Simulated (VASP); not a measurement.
VASP ran on this input.

POSCAR:
```
CaO
1
    0.0000000000     2.3559045915     2.3559045915
    2.3559045915     0.0000000000     2.3559045915
    2.3559045915     2.3559045915     0.0000000000
Ca O
1 1
Direct
  0.0000000000   0.0000000000   0.0000000000
  0.5000000000   0.5000000000   0.5000000000
```

**KPOINTS**
```
Automatic mesh
0
Gamma
9 9 9
0 0 0
```

**INCAR**
```
SYSTEM = CaO
PREC = Accurate; ENCUT = 520; LREAL = .FALSE.
LASPH = .TRUE.
EDIFF = 1E-7; NELM = 100; ALGO = Normal
LMIXTAU = .TRUE.
ISMEAR = 0; SIGMA = 0.05
METAGGA = R2SCAN
ISIF = 2
LWAVE = .FALSE.; LCHARG = .FALSE.
```

POTCAR, in this order: Ca_sv O (PBE.64 set). Program: vasp_std.

Task: Write an equivalent input for Ansatz.

Result: One equivalent input (not run):
Ansatz 0.2 input:
```yaml
crystal:
  lattice:
    - [0.0000000, 2.3559046, 2.3559046]
    - [2.3559046, 0.0000000, 2.3559046]
    - [2.3559046, 2.3559046, 0.0000000]
  atoms:
    - { symbol: Ca, position: [0.0000000, 0.0000000, 0.0000000] }
    - { symbol: O, position: [0.5000000, 0.5000000, 0.5000000] }
kpoints:
  mp_grid: { grid: [9, 9, 9] }
hamiltonian:
  xc: r2scan
  pseudopotentials: { kind: paw }
scf:
  occupations: { method: gaussian, width: 0.05 }
  max_iter: 100
output: { forces: true, stress: true, eigenvalues: true }
```
The two are equivalent in intent, not identical: each code has its own PAW files, so the cut-off isn't converted (ENCUT is set for VASP's; basis.ecutwfc is left out, and Ansatz then takes the one that its files recommend); Ansatz stops its SCF on the density residual and VASP on the energy change (EDIFF).

The compound is CaO in the rock salt structure. This cell is one point of a volume scan, at 0.94 of the reference volume.
